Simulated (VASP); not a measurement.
Given:

```xyz
2
Lattice="0.0000 2.9459 2.9459 2.9459 0.0000 2.9459 2.9459 2.9459 0.0000" Properties=species:S:1:pos:R:3 pbc="T T T"
In     0.0000     0.0000     0.0000
P      1.4729     1.4729     1.4729
```

The numbers are results of PBE GGA with D3 dispersion (Becke-Johnson damping), VASP's PBE PAW potentials (set 64) (plane waves; VASP), not measurements. Run with 520 eV cut-off, Gaussian smearing of 0.050 eV, potentials In_d P.

Unless said otherwise, spin-orbit coupling is left out, though it shifts the bands of the heavy elements here.

Task: Estimate the band gap (along the path) with the smallest direct gap where there is one.

Result: 
| Quantity | Value |
|---|---|
| band gap (along the path) | 0.63 eV |
| smallest direct gap (along the path) | 0.63 eV |

The absolute energy has meaning only against runs of the same code, potentials and settings.

The compound is InP in the zinc blende structure. It was relaxed first.
